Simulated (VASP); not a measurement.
Given:

```yaml
crystal:
  lattice:
    - [0.00000, 2.72853, 2.72853]
    - [2.72853, 0.00000, 2.72853]
    - [2.72853, 2.72853, 0.00000]
  atoms:
    - { symbol: Ca, position: [0.00000, 0.00000, 0.00000] }
```

Method: PBEsol GGA, VASP's PBE PAW potentials (set 64) (plane waves; VASP 6.6.1). Numerical set-up: 500 eV cut-off, 12×12×12 Γ-centred mesh, first-order Methfessel-Paxton smearing of 0.10 eV, potentials Ca_sv.

Task: Predict the energy per atom (σ→0), band gap (on the k-mesh) with the smallest direct gap where there is one.

Result: 
* **band gap (on the k-mesh)**: none (metal, semimetal or under 0.01 eV)
* **energy per atom (σ→0)**: -2.131 eV/atom

The absolute energy has meaning only against runs of the same code, potentials and settings.

The compound is Ca in the fcc structure. It was relaxed first, which changed the volume by -6 %.
